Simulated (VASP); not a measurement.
Given:

```xyz
2
Lattice="3.4000 0.0000 0.0000 0.0000 3.4000 0.0000 0.0000 0.0000 3.4000" Properties=species:S:1:pos:R:3 pbc="T T T"
Ir     0.0000     0.0000     0.0000
Y      1.7000     1.7000     1.7000
```

These are LDA (Ceperley-Alder, Perdew-Zunger), VASP's LDA PAW potentials (set 64) (plane waves; VASP 6.6.1) values and carry that method's errors. Settings: 300 eV cut-off, 13×13×13 Γ-centred mesh, Gaussian smearing of 0.14 eV, potentials Ir Y_sv.

Problem. Give the energies of bands 5 to 13 at the high-symmetry points, in eV from the Fermi level.

Solution. 
| band | Γ | X | M | R |
|---|---|---|---|---|
| 5 | -6.95 | -3.92 | -4.87 | -2.49 |
| 6 | -4.25 | -3.16 | -4.06 | -2.49 |
| 7 | -4.25 | -2.57 | -2.76 | -2.49 |
| 8 | -1.56 | -1.74 | -2.76 | -1.11 |
| 9 | -1.56 | -1.74 | -0.27 | -1.11 |
| 10 | -1.56 | -1.11 | 0.11 | -1.11 |
| 11 | 2.74 | 0.24 | 1.71 | -0.20 |
| 12 | 2.74 | 0.45 | 1.71 | -0.20 |
| 13 | 6.39 | 2.34 | 3.50 | 2.70 |

It has no gap at this level: it comes out as a metal or semimetal.

The structure comes from a measured YIr entry of the Crystallography Open Database, whose conditions weren't checked. The cell was not relaxed at this level.
